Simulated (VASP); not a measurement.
These are HSE06 screened hybrid, VASP's PBE PAW potentials (set 64) (plane waves; VASP) values and carry that method's errors.

A VASP calculation is set up with these files.

POSCAR:
```
In31SnP32
1
   11.9995217336     0.0000000000     0.0000000000
    0.0000000000    11.9995217336     0.0000000000
    0.0000000000     0.0000000000    11.9995217336
In P Sn
31 32 1
Direct
  0.4999653326   0.0002184582   0.0002587462
  0.7504136800   0.2494285930   0.0007165440
  0.7504821897   0.0003231877   0.2497063970
  0.9999880269   0.9999940312   0.9999308660
  0.2499524269   0.2496114485   0.0001710926
  0.4998261163   0.4999004162   0.0001556678
  0.7504297625   0.7504821727   0.9995335225
  0.2497976300   0.0001854207   0.2498130932
  0.4981668316   0.2495025065   0.2495738886
  0.7505611287   0.5020788823   0.2495648691
  0.4999956932   0.0000902096   0.4999114114
  0.7506273568   0.2494316154   0.5021812028
  0.7504396958   0.9996247096   0.7504109381
  0.9998138386   0.4999916331   0.0003938411
  0.2495124977   0.7505743522   0.0007124546
  0.9999220325   0.2497624432   0.2497350712
  0.2494284856   0.4980121884   0.2494224458
  0.5021446474   0.7506521747   0.2493988686
  0.9997769007   0.9999821562   0.4999758560
  0.2493235124   0.2493714992   0.4982488644
  0.7506199515   0.7505440022   0.4981693114
  0.2495618856   0.0003955038   0.7504869601
  0.5020397810   0.2492496317   0.7508222525
  0.7507394396   0.4977737237   0.7508756574
  0.0003883729   0.7506242840   0.2497067416
  0.0001229976   0.5000011909   0.4998162427
  0.2492546395   0.7508370666   0.5020419847
  0.0005117725   0.2495403981   0.7504253887
  0.2489477205   0.5022626202   0.7510695607
  0.4979440019   0.7507766560   0.7508981757
  0.9995131053   0.7505112079   0.7502231742
  0.6248410671   0.1255620657   0.1259552392
  0.8743117535   0.3750590013   0.1259189692
  0.8744094637   0.1257196967   0.3750177884
  0.1249473438   0.1249786107   0.1249986716
  0.3752380969   0.3750431606   0.1246977256
  0.6250558683   0.6249839965   0.1243141448
  0.8750388023   0.8750769955   0.1249431820
  0.3752169212   0.1246799761   0.3751894967
  0.6234440803   0.3767232536   0.3768366751
  0.8756717323   0.6251950574   0.3751048123
  0.6249826674   0.1242942283   0.6250219615
  0.8758564948   0.3749369538   0.6251434667
  0.8750179072   0.1248839059   0.8750984826
  0.1254801703   0.6249265474   0.1258086244
  0.3751070478   0.8746377841   0.1259013509
  0.1245300122   0.3750691349   0.3750780565
  0.3763675763   0.6236424124   0.3764885097
  0.6251610468   0.8756265313   0.3751787906
  0.1255505039   0.1254168307   0.6249458359
  0.3761547637   0.3764664625   0.6239826914
  0.6236605622   0.6236321829   0.6239295442
  0.8742622597   0.8744808922   0.6249131212
  0.3749559790   0.1255732881   0.8745410793
  0.6251273289   0.3747373733   0.8759879897
  0.8745067330   0.6250742599   0.8744699122
  0.1256449130   0.8746995550   0.3749983755
  0.1241763657   0.6252013215   0.6250253842
  0.3750327741   0.8757779022   0.6250583175
  0.1255509008   0.3748175650   0.8748945095
  0.3747467918   0.6252642069   0.8760103919
  0.6250115058   0.8746113294   0.8745375089
  0.1248865750   0.8750684934   0.8750585915
  0.4996945372   0.5001656413   0.5005047084
```

File KPOINTS:
```
K-points
0
G
1 1 1
0 0 0
```

### INCAR
```
SYSTEM = In31SnP32
PREC = Normal
ENCUT = 400
EDIFF = 1E-5
NELM = 50
ALGO = Normal
LREAL = Auto
LASPH = .TRUE.
ISMEAR = 0
SIGMA = 0.05
GGA = PE
LMAXMIX = 4
LWAVE = .FALSE.
LCHARG = .FALSE.
NELMIN = 4
ISYM = 0
ISPIN = 2
NUPDOWN = 1
MAGMOM = 64*0.0156
LORBIT = 10
HFSCREEN = 0.2
AEXX = 0.25
LHFCALC = .TRUE.
PRECFOCK = Fast
ISIF = 0
```

POTCAR, in this order: In P Sn (PBE.64 set). Program: vasp_gam. Read from the step before: WAVECAR.

Question: What will the output report for the number of irreducible k-points (NKPTS), largest plane-wave count, FFT grid (NGX, NGY, NGZ)?

Answer: 
The number of irreducible k-points (NKPTS) is 1, the largest plane-wave count is 15720 and the FFT grid (NGX, NGY, NGZ) is 60 × 60 × 60.

The cell is a supercell with a defect, built from InP (zinc blende): Sn_In. The cell's shape comes from a PBE relaxation.
